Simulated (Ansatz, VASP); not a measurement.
One calculation of SbMo, two programs

```
Sb Mo
1.0
     0.00000    3.06230    3.06230
     3.06230    0.00000    3.06230
     3.06230    3.06230    0.00000
Sb Mo
1 1
Direct
  0.00000 0.00000 0.00000
  0.75000 0.75000 0.75000
```

Alike in both runs: functional PBE; k mesh 6 × 6 × 6; occupations gaussian, width 0.1 eV; no spin polarisation.

Ansatz relaxed the structure, and its values are those at the end. VASP's run is a single point on that final structure, the one shown.

|  | VASP | Ansatz |
| --- | --- | --- |
| version | VASP 6.6.1 | Ansatz 0.2.0 |
| potentials or method | VASP PAW PBE potentials, release 64 (Sb, Mo_sv) | scalar-relativistic, plane waves, PAW |
| plane-wave cutoff (eV) | 520 | 420 |
| valence electrons in the cell | 19 | 29 |

|  | VASP | Ansatz | Ansatz less VASP |
| --- | --- | --- | --- |
| gap on the k mesh at the Fermi level (eV) | none | none | - |
| pressure (GPa) | 0.1 | 0.1 | +0.03 |

A gap of «none» marks a metal or a gap that the smearing closes. The functional is the same, so the differences come from potentials, cutoffs and numerics. The two sets of potentials don't hold the same shells in valence.

The runs have no spin-orbit coupling, so splittings on Sb are missing.
